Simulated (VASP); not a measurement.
Input:

```
MnO2
1.0
    4.23389     0.00000     0.00000
    0.00000     4.23389     0.00000
    0.00000     0.00000     2.73135
Mn O
2 4
Direct
  0.00000   0.00000   0.00000
  0.50000   0.50000   0.50000
  0.30018   0.30018   0.00000
  0.80018   0.19982   0.50000
  0.19982   0.80018   0.50000
  0.69982   0.69982   0.00000
```
Starting moments (μB, in the order of the record's atoms Mn Mn O O O O): 2.1 -2.1 0.0 0.0 0.0 0.0.

The numbers are results of LDA (Ceperley-Alder, Perdew-Zunger), VASP's LDA PAW potentials (set 64) (plane waves; VASP), not measurements. Numerical set-up: 620 eV cut-off, 7×7×11 Γ-centred mesh, first-order Methfessel-Paxton smearing of 0.10 eV, potentials Mn_pv O.

Problem. What does the run give for the cell moment, energy per atom (σ→0), pressure, band gap (on the k-mesh) with the smallest direct gap where there is one?

Solution. 
The band gap (on the k-mesh) is none (metal, semimetal or under 0.01 eV) and the cell moment is 0.00 μB. The energy per atom (σ→0) comes out as -8.846 eV/atom and the pressure is 20.15 GPa.

Problem. Give the moment on each site (PAW-sphere projection).

Solution. 
| site | moment (μB) |
|---|---|
| Mn1 | 1.94 |
| Mn2 | -1.94 |
| O3 | -0.03 |
| O4 | 0.03 |
| O5 | 0.03 |
| O6 | -0.03 |

The compound is MnO2 in the rutile structure. It was relaxed first under an external pressure of 20 GPa.
